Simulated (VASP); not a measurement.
# Au (relaxed from the simple-cubic structure, space group Pm-3m): computed properties

Computed with PBEsol GGA, VASP's PBE PAW potentials (set 64) (plane waves; VASP).

| Property | Result |
|---|---|
| space group | Pm-3m (221) |
| cell | a = 2.694 Å, b = 2.694 Å, c = 2.694 Å, α = 90.00°, β = 90.00°, γ = 90.00° |
| volume per atom | 19.55 Å³/atom |
| band gap (over mesh and band path) | none (metal, semimetal or under 0.01 eV) |
| density | 16.73 g/cm³ |

```xyz
1
Lattice="2.6941 0.0000 0.0000 0.0000 2.6941 0.0000 0.0000 0.0000 2.6941" Properties=species:S:1:pos:R:3 pbc="T T T"
Au     0.0000     0.0000     0.0000
```

Unless said otherwise, spin-orbit coupling is left out, though it shifts the bands of the heavy elements here.

The structure was generated: Au was put into the simple-cubic type (Pm-3m), which need not be its known phase. It was relaxed first. Symmetry was kept, so distortions that lower it aren't found.
